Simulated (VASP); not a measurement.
# Ta2CoO6 with LDA + U: from relaxation to properties, part 4 of 8

Aim: relax Ta2CoO6 with LDA + U, compute its properties on that cell and hold them against experiment. The start is a cell from a database of measured crystal structures.

VASP 6.6.1; LDA, DFT+U (Co d 4 eV), spin-polarised from a ferromagnetic start; plane waves and PAW (Ta_pv, Co, O).

Still holding for the runs below: The magnetic state follows from one typed start and may not be the lowest.

So far, gap on the k-mesh (eV): step 2 (relaxing cell and atoms (LDA + U)) 2.56. The relaxed cell has a = 4.701, c = 9.013 Å (conventional setting).

### 4. Single point with fields (LDA + U)

The relaxed cell gets a fresh self-consistent run, on a basis set for its own volume, to fix the density and to check the remaining stress.

Contents of INCAR:

```
SYSTEM = Ta2CoO6
PREC = Accurate
ENCUT = 520
EDIFF = 1E-06
NELM = 100
ISMEAR = 0
SIGMA = 0.05
LREAL = .FALSE.
ALGO = Normal
GGA = CA
NBANDS = 97
ISPIN = 2
MAGMOM = 0 0 0 0 2 2 0 0 0 0 0 0 0 0 0 0 0 0
LDAU = .TRUE.
LDAUTYPE = 2
LDAUL = -1 2 -1
LDAUU = 0 4 0
LDAUJ = 0 0 0
LDAUPRINT = 1
LASPH = .TRUE.
LMAXMIX = 4
LORBIT = 11
LWAVE = .FALSE.
LCHARG = .TRUE.
ISIF = 2
LELF = .TRUE.
LVHAR = .TRUE.
```

Contents of POSCAR:

```
Ta2CoO6
1.0
    4.7009886135      0.0000000000      0.0000000000
    0.0000000000      4.7009886135      0.0000000000
    0.0000000000      0.0000000000      9.0130363891
Ta Co O
4 2 12
Direct
    0.0000000000      0.0000000000      0.3307636341
    0.5000000000      0.5000000000      0.8307636341
    0.5000000000      0.5000000000      0.1692363659
    0.0000000000      0.0000000000      0.6692363659
    0.0000000000      0.0000000000      0.0000000000
    0.5000000000      0.5000000000      0.5000000000
    0.3074331901      0.3074331901      0.0000000000
    0.1925668099      0.8074331901      0.5000000000
    0.6925668099      0.6925668099      0.0000000000
    0.8074331901      0.1925668099      0.5000000000
    0.2966403633      0.2966403633      0.3267850621
    0.2033596367      0.7966403633      0.8267850621
    0.7033596367      0.7033596367      0.3267850621
    0.7966403633      0.2033596367      0.8267850621
    0.7966403633      0.2033596367      0.1732149379
    0.7033596367      0.7033596367      0.6732149379
    0.2033596367      0.7966403633      0.1732149379
    0.2966403633      0.2966403633      0.6732149379
```

Contents of KPOINTS:

```
Automatic mesh
0
Gamma
5 5 3
0 0 0
```

PAW data sets: Ta_pv, Co and O (LDA family, release 64).

The run is started by

```console
> mpirun -np 8 vasp_std
```

Log:

```text
[banner, memory and clock lines left out]
running    8 mpi-ranks, on    1 nodes
 distrk:  each k-point on    8 cores,    1 groups
 distr:  one band on    1 cores,    8 groups

 POSCAR found type information on POSCAR TaCoO
 POSCAR found :  3 types and      18 ions
 [... a notice as in an earlier step ...]

 [... a notice as in an earlier step ...]

 LDA part: xc-table for (Slater(with rela. corr.)+CA(PZ))
 , standard interpolation
|                                                                             |
|           W    W    AA    RRRRR   N    N  II  N    N   GGGG   !!!           |
|           W    W   A  A   R    R  NN   N  II  NN   N  G    G  !!!           |
|           W    W  A    A  R    R  N N  N  II  N N  N  G       !!!           |
|           W WW W  AAAAAA  RRRRR   N  N N  II  N  N N  G  GGG   !            |
|           WW  WW  A    A  R   R   N   NN  II  N   NN  G    G                |
|           W    W  A    A  R    R  N    N  II  N    N   GGGG   !!!           |
|                                                                             |
|     The number of bands has been changed from the values supplied in        |
|     The orbitals not found in the WAVECAR file will be initialized with     |
|     random numbers, which is usually adequate. For correlated               |
|     calculations, however, you should redo the groundstate calculation.     |
|     I found NBANDS = 97. Now, NBANDS = 104.                                 |
|                                                                             |

 POSCAR, INCAR and KPOINTS ok, starting setup
 FFT: planning ... GRIDC
 FFT: planning ... GRID_SOFT
 FFT: planning ... GRID
 WAVECAR not read
 entering main loop
       N       E                     dE             d eps       ncg     rms          rms(c)
DAV:   1     0.150713531243E+04    0.15071E+04   -0.64381E+04  4992   0.139E+03
DAV:   2    -0.103540745913E+02   -0.15175E+04   -0.13878E+04  5280   0.418E+02
DAV:   3    -0.197746525670E+03   -0.18739E+03   -0.17738E+03  5472   0.153E+02
DAV:   4    -0.204959806641E+03   -0.72133E+01   -0.70845E+01  6024   0.326E+01
DAV:   5    -0.205125213492E+03   -0.16541E+00   -0.16504E+00  6832   0.498E+00    0.788E+01
DAV:   6    -0.176750188655E+03    0.28375E+02   -0.10880E+02  7008   0.612E+01    0.423E+01
DAV:   7    -0.175844102409E+03    0.90609E+00   -0.18043E+01  6616   0.497E+01    0.293E+01
DAV:   8    -0.176332924257E+03   -0.48882E+00   -0.37303E+00  6800   0.865E+00    0.126E+01
DAV:   9    -0.176225887172E+03    0.10704E+00   -0.52256E-01  7112   0.929E+00    0.262E+00
DAV:  10    -0.176268334755E+03   -0.42448E-01   -0.24544E-01  6368   0.194E+00    0.729E-01
DAV:  11    -0.176272801324E+03   -0.44666E-02   -0.15574E-02  6520   0.108E+00    0.451E-01
DAV:  12    -0.176276599385E+03   -0.37981E-02   -0.42007E-03  6976   0.467E-01    0.201E-01
DAV:  13    -0.176277124817E+03   -0.52543E-03   -0.16811E-03  6896   0.273E-01    0.929E-02
DAV:  14    -0.176277331398E+03   -0.20658E-03   -0.34092E-04  6864   0.103E-01    0.490E-02
DAV:  15    -0.176277383497E+03   -0.52100E-04   -0.96981E-05  6768   0.543E-02    0.260E-02
DAV:  16    -0.176277391115E+03   -0.76177E-05   -0.18468E-05  6712   0.308E-02    0.146E-02
DAV:  17    -0.176277392371E+03   -0.12560E-05   -0.26079E-06  5160   0.931E-03    0.729E-03
DAV:  18    -0.176277392542E+03   -0.17032E-06   -0.80680E-07  3736   0.434E-03
   1 F= -.17627739E+03 E0= -.17627739E+03  d E =-.610173E-25  mag=     6.0000
```

Elapsed: 2 min, on 8 MPI ranks of Intel Xeon Platinum 8259CL at 2.50GHz (Skylake/Cascade Lake), shared host; peak memory 1.6 GiB.

From OUTCAR (step 4):

```text
  LATTYP: Found a simple tetragonal cell.
 ALAT       =     4.7009886135
 C/A-ratio  =     1.9172640332

 Found     12 irreducible k-points:

   k-points           NKPTS =     12   k-points in BZ     NKDIM =     12   number of bands    NBANDS=    104

   NELECT =     134.0000    total number of electrons

atom =   5  type =  2  l = 2

 onsite density matrix

spin component  1

  0.9931  0.0000 -0.0266  0.0000  0.0000
  0.0000  0.9924  0.0000 -0.0244  0.0000
 -0.0266  0.0000  0.9839  0.0000  0.0000
  0.0000 -0.0244  0.0000  0.9924  0.0000
  0.0000  0.0000  0.0000  0.0000  0.9697

spin component  2

  0.5934  0.0000  0.3935  0.0000 -0.0000
  0.0000  0.5597  0.0000  0.3985  0.0000
  0.3935  0.0000  0.5031  0.0000 -0.0000
  0.0000  0.3985  0.0000  0.5597  0.0000
 -0.0000  0.0000 -0.0000  0.0000  0.0438

 occupancies and eigenvectors

  o =  0.0438  v =  0.0000  0.0000  0.0000  0.0000  0.0000  0.0000  0.0000 -0.0000 -0.0000 -1.0000      0.0000  0.0000  0.0000  0.0000  0.0000  0.0000  0.0000  0.0000  0.0000  0.0000
  o =  0.1521  v =  0.0000  0.0000  0.0000  0.0000  0.0000 -0.6656  0.0000  0.7463 -0.0000 -0.0000      0.0000  0.0000  0.0000  0.0000  0.0000  0.0000  0.0000  0.0000  0.0000  0.0000
  o =  0.1613  v =  0.0000  0.0000  0.0000  0.0000  0.0000 -0.0000 -0.7071  0.0000  0.7071 -0.0000      0.0000  0.0000  0.0000  0.0000  0.0000  0.0000  0.0000  0.0000  0.0000  0.0000
  o =  0.9444  v =  0.0000  0.0000  0.0000  0.0000  0.0000 -0.7463 -0.0000 -0.6656 -0.0000  0.0000      0.0000  0.0000  0.0000  0.0000  0.0000  0.0000  0.0000  0.0000  0.0000  0.0000
  o =  0.9582  v =  0.0000  0.0000  0.0000  0.0000  0.0000 -0.0000  0.7071 -0.0000  0.7071  0.0000      0.0000  0.0000  0.0000  0.0000  0.0000  0.0000  0.0000  0.0000  0.0000  0.0000
  o =  0.9615  v = -0.6443  0.0000 -0.7648  0.0000  0.0000  0.0000  0.0000  0.0000  0.0000  0.0000      0.0000  0.0000  0.0000  0.0000  0.0000  0.0000  0.0000  0.0000  0.0000  0.0000
  o =  0.9680  v =  0.0000  0.7071  0.0000  0.7071  0.0000  0.0000  0.0000  0.0000  0.0000  0.0000      0.0000  0.0000  0.0000  0.0000  0.0000  0.0000  0.0000  0.0000  0.0000  0.0000
  o =  0.9697  v =  0.0000  0.0000 -0.0000  0.0000 -1.0000  0.0000  0.0000  0.0000  0.0000  0.0000      0.0000  0.0000  0.0000  0.0000  0.0000  0.0000  0.0000  0.0000  0.0000  0.0000
  o =  1.0155  v = -0.7648  0.0000  0.6443  0.0000 -0.0000  0.0000  0.0000  0.0000  0.0000  0.0000      0.0000  0.0000  0.0000  0.0000  0.0000  0.0000  0.0000  0.0000  0.0000  0.0000
  o =  1.0168  v =  0.0000 -0.7071  0.0000  0.7071 -0.0000  0.0000  0.0000  0.0000  0.0000  0.0000      0.0000  0.0000  0.0000  0.0000  0.0000  0.0000  0.0000  0.0000  0.0000  0.0000

atom =   6  type =  2  l = 2

 onsite density matrix

spin component  1

  0.9931  0.0000  0.0266  0.0000 -0.0000
  0.0000  0.9924  0.0000  0.0244  0.0000
  0.0266  0.0000  0.9839  0.0000  0.0000
  0.0000  0.0244  0.0000  0.9924  0.0000
 -0.0000  0.0000  0.0000  0.0000  0.9697

spin component  2

  0.5934  0.0000 -0.3935  0.0000  0.0000
  0.0000  0.5597  0.0000 -0.3985  0.0000
 -0.3935  0.0000  0.5031  0.0000 -0.0000
  0.0000 -0.3985  0.0000  0.5597  0.0000
  0.0000  0.0000 -0.0000  0.0000  0.0438

 occupancies and eigenvectors

  o =  0.0438  v =  0.0000  0.0000  0.0000  0.0000  0.0000  0.0000 -0.0000  0.0000  0.0000  1.0000      0.0000  0.0000  0.0000  0.0000  0.0000  0.0000  0.0000  0.0000  0.0000  0.0000
  o =  0.1521  v =  0.0000  0.0000  0.0000  0.0000  0.0000 -0.6656 -0.0000 -0.7463  0.0000  0.0000      0.0000  0.0000  0.0000  0.0000  0.0000  0.0000  0.0000  0.0000  0.0000  0.0000
  o =  0.1613  v =  0.0000  0.0000  0.0000  0.0000  0.0000  0.0000 -0.7071  0.0000 -0.7071 -0.0000      0.0000  0.0000  0.0000  0.0000  0.0000  0.0000  0.0000  0.0000  0.0000  0.0000
  o =  0.9444  v =  0.0000  0.0000  0.0000  0.0000  0.0000 -0.7463  0.0000  0.6656  0.0000 -0.0000      0.0000  0.0000  0.0000  0.0000  0.0000  0.0000  0.0000  0.0000  0.0000  0.0000
  o =  0.9582  v =  0.0000  0.0000  0.0000  0.0000  0.0000  0.0000  0.7071  0.0000 -0.7071  0.0000      0.0000  0.0000  0.0000  0.0000  0.0000  0.0000  0.0000  0.0000  0.0000  0.0000
  o =  0.9615  v = -0.6443 -0.0000  0.7648  0.0000 -0.0000  0.0000  0.0000  0.0000  0.0000  0.0000      0.0000  0.0000  0.0000  0.0000  0.0000  0.0000  0.0000  0.0000  0.0000  0.0000
  o =  0.9680  v =  0.0000  0.7071  0.0000 -0.7071 -0.0000  0.0000  0.0000  0.0000  0.0000  0.0000      0.0000  0.0000  0.0000  0.0000  0.0000  0.0000  0.0000  0.0000  0.0000  0.0000
  o =  0.9697  v = -0.0000  0.0000  0.0000  0.0000  1.0000  0.0000  0.0000  0.0000  0.0000  0.0000      0.0000  0.0000  0.0000  0.0000  0.0000  0.0000  0.0000  0.0000  0.0000  0.0000
  o =  1.0155  v = -0.7648 -0.0000 -0.6443  0.0000 -0.0000  0.0000  0.0000  0.0000  0.0000  0.0000      0.0000  0.0000  0.0000  0.0000  0.0000  0.0000  0.0000  0.0000  0.0000  0.0000
  o =  1.0168  v =  0.0000 -0.7071  0.0000 -0.7071  0.0000  0.0000  0.0000  0.0000  0.0000  0.0000      0.0000  0.0000  0.0000  0.0000  0.0000  0.0000  0.0000  0.0000  0.0000  0.0000

 E-fermi :   3.5589

 spin component 1
 k-point     1 :       0.0000    0.0000    0.0000
  band No.  band energies     occupation
    ...
     66       2.1998      1.00000
     67       2.1998      1.00000
     68       2.8802      1.00000
     69       3.1876      1.00000
     70       3.1876      1.00000
     71       5.9187      0.00000
     72       6.1210      0.00000
     73       6.8013      0.00000
     74       6.8832      0.00000
     75       7.0406      0.00000
    ...

 k-point     2 :       0.2000    0.0000    0.0000
  band No.  band energies     occupation
    ...
     66       2.1895      1.00000
     67       2.7163      1.00000
     68       2.8508      1.00000
     69       2.8968      1.00000
     70       3.0463      1.00000
     71       5.9140      0.00000
     72       6.2453      0.00000
     73       6.7007      0.00000
     74       6.9356      0.00000
     75       7.0646      0.00000
    ...

 k-point     3 :       0.4000    0.0000    0.0000
  band No.  band energies     occupation
    ...
     66       2.2830      1.00000
     67       2.7780      1.00000
     68       2.8082      1.00000
     69       2.8293      1.00000
     70       3.1013      1.00000
     71       6.0777      0.00000
     72       6.4605      0.00000
     73       6.4853      0.00000
     74       6.6666      0.00000
     75       7.0600      0.00000
    ...

 k-point     4 :       0.2000    0.2000    0.0000
  band No.  band energies     occupation
    ...
     66       2.1801      1.00000
     67       2.5584      1.00000
     68       2.7590      1.00000
     69       2.8893      1.00000
     70       3.0045      1.00000
     71       6.0372      0.00000
     72       6.3644      0.00000
     73       6.7537      0.00000
     74       6.8426      0.00000
     75       7.0152      0.00000
    ...

  Total       -0.0056858     -0.0056858     -0.0527363      0.0000000      0.0000000      0.0000000
  in kB       -0.0457357     -0.0457357     -0.4241998      0.0000000      0.0000000      0.0000000
  external PRESSURE =      -0.1718904 kB  Pullay stress =       0.0000000 kB

 POSITION                                       TOTAL-FORCE (eV/Angst)
 -----------------------------------------------------------------------------------
      0.00000      0.00000      2.98118         0.000000     -0.000000     -0.001904
      2.35049      2.35049      7.48770         0.000000     -0.000000     -0.001904
      2.35049      2.35049      1.52533         0.000000     -0.000000      0.001904
      0.00000      0.00000      6.03185         0.000000     -0.000000      0.001904
      0.00000      0.00000      0.00000         0.000000     -0.000000      0.000000
      2.35049      2.35049      4.50652         0.000000     -0.000000      0.000000
      1.44524      1.44524      0.00000         0.002643      0.002643      0.000000
      0.90525      3.79573      4.50652        -0.002643      0.002643      0.000000
      3.25575      3.25575      0.00000        -0.002643     -0.002643     -0.000000
      3.79573      0.90525      4.50652         0.002643     -0.002643     -0.000000
      1.39450      1.39450      2.94533        -0.001661     -0.001661     -0.003136
      0.95599      3.74500      7.45184         0.001661     -0.001661     -0.003136
      3.30649      3.30649      2.94533         0.001661      0.001661     -0.003136
      3.74500      0.95599      7.45184        -0.001661      0.001661     -0.003136
      3.74500      0.95599      1.56119        -0.001661      0.001661      0.003136
      3.30649      3.30649      6.06771         0.001661      0.001661      0.003136
      0.95599      3.74500      1.56119         0.001661     -0.001661      0.003136
      1.39450      1.39450      6.06771        -0.001661     -0.001661      0.003136
 -----------------------------------------------------------------------------------
    total drift:                               -0.000000      0.000000     -0.000000

  FREE ENERGIE OF THE ION-ELECTRON SYSTEM (eV)
  ---------------------------------------------------
  free  energy   TOTEN  =      -176.2773925415 eV

  energy  without entropy=     -176.2773925415  energy(sigma->0) =     -176.27739254

 total charge
# of ion       s       p       d       tot
------------------------------------------
    1        0.364   6.380   2.132   8.876
    2        0.364   6.380   2.132   8.876
    3        0.364   6.380   2.132   8.876
    4        0.364   6.380   2.132   8.876
    5        0.310   0.418   7.164   7.892
    6        0.310   0.418   7.164   7.892
    7        1.555   3.502   0.000   5.058
    8        1.555   3.502   0.000   5.058
    9        1.555   3.502   0.000   5.058
   10        1.555   3.502   0.000   5.058
   11        1.555   3.524   0.000   5.079
   12        1.555   3.524   0.000   5.079
   13        1.555   3.524   0.000   5.079
   14        1.555   3.524   0.000   5.079
   15        1.555   3.524   0.000   5.079
   16        1.555   3.524   0.000   5.079
   17        1.555   3.524   0.000   5.079
   18        1.555   3.524   0.000   5.079
--------------------------------------------------
tot         20.735  68.561  22.855 112.152

[... 8 parts as in an earlier step ...]

[... 9 further parts left out ...]
```

With spin, VASP writes an ELF for each channel.

Numbers from this step:

| Item | Value |
| --- | --- |
| SCF cycles | 18 |
| bands | 104 |
| free energy (TOTEN) | -176.2774 eV |
| Fermi energy | 3.559 eV |
| pressure | -0.01719 GPa |

Valence electrons inside each PAW sphere by angular momentum. Sphere charges, by row:

| atom | s (e) | p (e) | d (e) | tot (e) |
| --- | --- | --- | --- | --- |
| Ta1 | 0.364 | 6.38 | 2.132 | 8.876 |
| Ta2 | 0.364 | 6.38 | 2.132 | 8.876 |
| Ta3 | 0.364 | 6.38 | 2.132 | 8.876 |
| Ta4 | 0.364 | 6.38 | 2.132 | 8.876 |
| Co5 | 0.31 | 0.418 | 7.164 | 7.892 |
| Co6 | 0.31 | 0.418 | 7.164 | 7.892 |
| O7 | 1.555 | 3.502 | 0 | 5.058 |
| O8 | 1.555 | 3.502 | 0 | 5.058 |
| O9 | 1.555 | 3.502 | 0 | 5.058 |
| O10 | 1.555 | 3.502 | 0 | 5.058 |
| O11 | 1.555 | 3.524 | 0 | 5.079 |
| O12 | 1.555 | 3.524 | 0 | 5.079 |
| O13 | 1.555 | 3.524 | 0 | 5.079 |
| O14 | 1.555 | 3.524 | 0 | 5.079 |
| O15 | 1.555 | 3.524 | 0 | 5.079 |
| O16 | 1.555 | 3.524 | 0 | 5.079 |
| O17 | 1.555 | 3.524 | 0 | 5.079 |
| O18 | 1.555 | 3.524 | 0 | 5.079 |

Spin density in the ac plane at fractional y = 0.000, with atoms of Ta and Co within 0.2 Å of it.

Ten even steps from '_' (0.0 e/Å³) to '@' (3.5 e/Å³), each cell a mean:
```
##==..__________________::++
..________________________..
____________________________
____________________________
____________________________
____________________________
____________________________
____________________________
____________________________
____________________________
____________________________
____________________________
____________________________
____________________________
____________________________
____________________________
____________________________
____________________________
____________________________
____________________________
____________________________
____________________________
==::____________________..--
@@**..__________________--%%
```
Columns run along a (4.7 Å), rows up along c (9.0 Å). Atoms in or near the plane, at fractional coordinates: Ta at (0.00, 0.33), Ta at (0.00, 0.67), Co at (0.00, 0.00).

Electrostatic potential energy in the ac plane at fractional y = 0.000, with atoms of Ta and Co within 0.2 Å of it. With pseudopotentials it is smooth inside the atoms' cores, unlike the true potential.

Values in eV, 24 rows by 14 columns, each cell a mean:
```
-36 -34 -16  -1   4   6   6   6   6   5   3  -5 -26 -36
-26 -16  -4   2   5   6   6   6   6   6   4   0  -8 -22
 -3  -1   1   4   5   6   6   6   6   6   5   3   0  -2
  0   1   2   3   5   6   6   6   6   6   4   2   1   0
 -6  -4  -1   2   4   6   6   6   6   5   3   1  -2  -5
-16 -14  -8  -1   3   5   6   6   6   5   2  -4 -11 -15
-24 -21 -15  -6   2   5   6   6   5   4  -1 -10 -18 -22
-27 -24 -18  -9   0   4   6   6   5   3  -3 -13 -21 -26
-25 -22 -17  -7   1   5   6   6   5   4  -2 -12 -19 -24
-19 -17 -11  -3   3   5   6   6   6   4   1  -6 -14 -18
-10  -8  -3   1   4   6   6   6   6   5   3  -1  -5  -9
 -2  -1   0   2   5   6   6   6   6   6   4   1  -1  -2
 -5  -3  -1   2   5   6   6   6   6   6   4   0  -2  -4
-15 -13  -7   0   4   6   6   6   6   5   2  -3 -10 -14
-23 -20 -14  -5   2   5   6   6   6   4  -1 -10 -17 -22
-27 -24 -18  -9   0   4   6   6   5   3  -3 -13 -21 -26
-26 -23 -17  -8   1   4   6   6   5   3  -2 -12 -20 -24
-20 -17 -12  -3   3   5   6   6   6   4   1  -7 -14 -19
-11  -9  -4   1   4   5   6   6   6   5   3  -1  -6 -10
 -2  -1   1   2   5   6   6   6   6   6   4   2   0  -1
  0   1   2   4   5   6   6   6   6   6   5   3   2   0
-12  -7  -1   3   5   6   6   6   6   6   4   2  -3  -9
-36 -28 -10   1   4   6   6   6   6   6   3  -3 -17 -33
-36 -36 -20  -2   4   6   6   6   6   5   2  -7 -30 -36
```
Columns run along a (4.7 Å; values clipped at the 3rd and 97th percentile), rows up along c (9.0 Å). Atoms in or near the plane, at fractional coordinates: Ta at (0.00, 0.33), Ta at (0.00, 0.67), Co at (0.00, 0.00).

ELF of down spins in the ac plane at fractional y = 0.000, with atoms of Ta and Co within 0.2 Å of it. It is the smooth field of the valence electrons, not physical close to the nuclei.

Ten even steps from '0' (0.00) to '9' (0.65), each cell a mean:
```
00000000000000
01111000001111
12343100024431
24786200147862
13675200137742
44332100013334
35411000011354
02521100011351
14521000011352
55321000012245
23564100036642
25997300159973
14786200148862
44342100013334
35411000011254
02521100011351
13521000011352
55321000012245
23454100025532
14786200147862
13565200036642
11221000012221
00000000000010
00000000000000
```
Columns run along a (4.7 Å), rows up along c (9.0 Å). Atoms in or near the plane, at fractional coordinates: Ta at (0.00, 0.33), Ta at (0.00, 0.67), Co at (0.00, 0.00).

In this run the pressure is -0.02 GPa, small enough to go on.

(Part 4 of 8 ends here.)

[Lines on the potential files, build, host, timing and source positions are cut from VASP's logs without a mark.]

[Logs are printed without paths, hosts, clocks, repeated set-up lines and the standing remarks that a program may print on its own settings, such as how far it seeks lower states.]

[Hosts, paths, dates, database ids (printed as entryN), source tags and the programs' standing remarks are cut or masked in the printed files.]

[A measured line is paired with the nearest computed mode of its activity, which favours agreement.]
